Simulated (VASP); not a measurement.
Given:

```yaml
crystal:
  lattice:
    - [11.46485, 0.00000, 0.00000]
    - [0.00000, 11.46485, 0.00000]
    - [0.00000, 0.00000, 11.46485]
  atoms:
    - { symbol: Al, position: [0.49935, 0.99844, 0.99825] }
    - { symbol: Al, position: [0.75235, 0.25008, 0.99809] }
    - { symbol: Al, position: [0.75218, 0.99833, 0.25057] }
    - { symbol: Al, position: [0.99974, 0.00042, 0.00010] }
    - { symbol: Al, position: [0.24864, 0.24791, 0.99982] }
    - { symbol: Al, position: [0.50120, 0.50179, 0.99985] }
    - { symbol: Al, position: [0.74997, 0.74945, 0.00024] }
    - { symbol: Al, position: [0.24843, 0.99958, 0.24847] }
    - { symbol: Al, position: [0.50902, 0.23909, 0.24120] }
    - { symbol: Al, position: [0.75060, 0.50183, 0.24873] }
    - { symbol: Al, position: [0.50125, 0.99957, 0.50165] }
    - { symbol: Al, position: [0.75072, 0.24794, 0.50176] }
    - { symbol: Al, position: [0.74994, 0.00055, 0.74992] }
    - { symbol: Al, position: [0.99752, 0.49975, 0.99795] }
    - { symbol: Al, position: [0.25070, 0.75176, 0.99794] }
    - { symbol: Al, position: [0.99928, 0.24794, 0.24869] }
    - { symbol: Al, position: [0.23994, 0.51076, 0.24028] }
    - { symbol: Al, position: [0.50138, 0.74992, 0.24855] }
    - { symbol: Al, position: [0.99791, 0.99851, 0.49972] }
    - { symbol: Al, position: [0.24166, 0.23962, 0.50962] }
    - { symbol: Al, position: [0.50955, 0.51079, 0.51058] }
    - { symbol: Al, position: [0.75246, 0.75179, 0.49962] }
    - { symbol: Al, position: [0.25053, 0.99846, 0.75212] }
    - { symbol: Al, position: [0.50138, 0.24796, 0.75093] }
    - { symbol: Al, position: [0.75240, 0.49984, 0.75246] }
    - { symbol: Al, position: [0.99744, 0.75176, 0.25067] }
    - { symbol: Al, position: [0.99924, 0.50185, 0.50171] }
    - { symbol: Al, position: [0.24852, 0.74998, 0.50181] }
    - { symbol: Al, position: [0.99779, 0.25003, 0.75226] }
    - { symbol: Al, position: [0.24856, 0.50197, 0.75095] }
    - { symbol: Al, position: [0.49934, 0.75172, 0.75246] }
    - { symbol: Al, position: [0.99986, 0.74955, 0.75002] }
    - { symbol: Al, position: [0.37522, 0.37642, 0.37494] }
    - { symbol: As, position: [0.63160, 0.11857, 0.11862] }
    - { symbol: As, position: [0.87498, 0.37493, 0.12526] }
    - { symbol: As, position: [0.87496, 0.12498, 0.37514] }
    - { symbol: As, position: [0.12449, 0.12451, 0.12479] }
    - { symbol: As, position: [0.37485, 0.37497, 0.12604] }
    - { symbol: As, position: [0.62533, 0.62519, 0.12478] }
    - { symbol: As, position: [0.87487, 0.87501, 0.12439] }
    - { symbol: As, position: [0.37487, 0.12483, 0.37515] }
    - { symbol: As, position: [0.62434, 0.37505, 0.37541] }
    - { symbol: As, position: [0.87495, 0.62487, 0.37517] }
    - { symbol: As, position: [0.62513, 0.12464, 0.62537] }
    - { symbol: As, position: [0.87498, 0.37495, 0.62518] }
    - { symbol: As, position: [0.87492, 0.12428, 0.87503] }
    - { symbol: As, position: [0.11789, 0.63191, 0.11817] }
    - { symbol: As, position: [0.37503, 0.87488, 0.12515] }
    - { symbol: As, position: [0.12555, 0.37496, 0.37519] }
    - { symbol: As, position: [0.37498, 0.62449, 0.37523] }
    - { symbol: As, position: [0.62499, 0.87488, 0.37507] }
    - { symbol: As, position: [0.11858, 0.11874, 0.63156] }
    - { symbol: As, position: [0.37514, 0.37512, 0.62500] }
    - { symbol: As, position: [0.63207, 0.63196, 0.63217] }
    - { symbol: As, position: [0.87508, 0.87512, 0.62578] }
    - { symbol: As, position: [0.37495, 0.12499, 0.87523] }
    - { symbol: As, position: [0.62498, 0.37500, 0.87528] }
    - { symbol: As, position: [0.87499, 0.62578, 0.87515] }
    - { symbol: As, position: [0.12491, 0.87484, 0.37516] }
    - { symbol: As, position: [0.12453, 0.62522, 0.62556] }
    - { symbol: As, position: [0.37494, 0.87487, 0.62521] }
    - { symbol: As, position: [0.12500, 0.37489, 0.87528] }
    - { symbol: As, position: [0.37505, 0.62488, 0.87524] }
    - { symbol: As, position: [0.62564, 0.87509, 0.87523] }
    - { symbol: As, position: [0.12431, 0.87503, 0.87505] }
```
Cell charge -1.

Method: HSE06 screened hybrid, VASP's PBE PAW potentials (set 64) (plane waves; VASP 6.6.1). Numerical set-up: PREC = Normal, LREAL = Auto, ISYM = 0, NELECT = 260.0, EDIFF = 1E-5, 400 eV cut-off, 1×1×1 Γ-centred mesh, Gaussian smearing of 0.050 eV, potentials Al As.

The cell is charged, with a uniform compensating background. The supercell is sampled at Γ alone, which is coarse: total energies, pressure and levels can be off, energies of defects by several tenths of an eV.

Q: What does the run give for the energy per atom (σ→0)?

A: 
The energy per atom (σ→0) is -5.298 eV/atom.

Only differences to runs with the same potentials and settings are physical.

The cell is a supercell with a defect, built from AlAs (zinc blende): Al_i, charge -1. The cell's shape comes from a PBE relaxation. The run is not spin-polarised, so no state with unpaired spins was tried.
